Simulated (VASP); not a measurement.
Given:

```yaml
crystal:
  lattice:
    - [0.00000, 1.77253, 1.77253]
    - [1.77253, 0.00000, 1.77253]
    - [1.77253, 1.77253, 0.00000]
  atoms:
    - { symbol: C, position: [0.00000, 0.00000, 0.00000] }
    - { symbol: C, position: [0.25000, 0.25000, 0.25000] }
```

Method: PBE GGA, VASP's PBE PAW potentials (set 64) (plane waves; VASP). Numerical set-up: 620 eV cut-off, 13×13×13 Γ-centred mesh, Gaussian smearing of 0.050 eV, potentials C.

Question: What does the run give for the energy per atom (σ→0), pressure?

Answer: 
The energy per atom (σ→0) is -9.092 eV/atom and the pressure is 10.02 GPa.

The absolute energy has meaning only against runs of the same code, potentials and settings.

The compound is C in the diamond structure. It was relaxed first under an external pressure of 10 GPa.
